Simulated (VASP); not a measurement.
All values below come from PBE GGA, VASP's PBE PAW potentials (set 64) (plane waves; VASP 6.6.1).

Input for VASP

INCAR:
```
SYSTEM=LaB6
PREC=Accurate; ENCUT=620; LREAL=.False.
LASPH=.True.
EDIFF=1E-6; NELM=100; ALGO=Normal
LMAXMIX=6
ISMEAR=1; SIGMA=0.1
GGA=PE
IBRION=2; NSW=40; ISIF=3
EDIFFG=-0.02; PSTRESS=50
LWAVE=.False.; LCHARG=.False.
```

KPOINTS:
```
Regular mesh
0
G
  8 8 8
0 0 0
```

**POSCAR**
```
LaB6
1
    4.1543229616     0.0000000000     0.0000000000
    0.0000000000     4.1543229616     0.0000000000
    0.0000000000     0.0000000000     4.1543229616
La B
1 6
Direct
  0.0000000000   0.0000000000   0.0000000000
  0.8002078772   0.5000000000   0.5000000000
  0.5000000000   0.1997921228   0.5000000000
  0.5000000000   0.8002078772   0.5000000000
  0.1997921228   0.5000000000   0.5000000000
  0.5000000000   0.5000000000   0.8002078772
  0.5000000000   0.5000000000   0.1997921228
```

POTCAR, in this order: La B (PBE.64 set). Program: vasp_std.

Task: What will the output report for the number of irreducible k-points (NKPTS), largest plane-wave count, number of space-group operations, FFT grid (NGX, NGY, NGZ)?

Result: 
number of irreducible k-points (NKPTS): 35
largest plane-wave count: 2535
number of space-group operations: 48
FFT grid (NGX, NGY, NGZ): 36 × 36 × 36

The compound is LaB6 in the cab6 structure. This run relaxes it under an external pressure of 5 GPa. Symmetry was kept, so distortions that lower it aren't found. The electron count is odd and the run is not spin-polarised, which forces a metal.
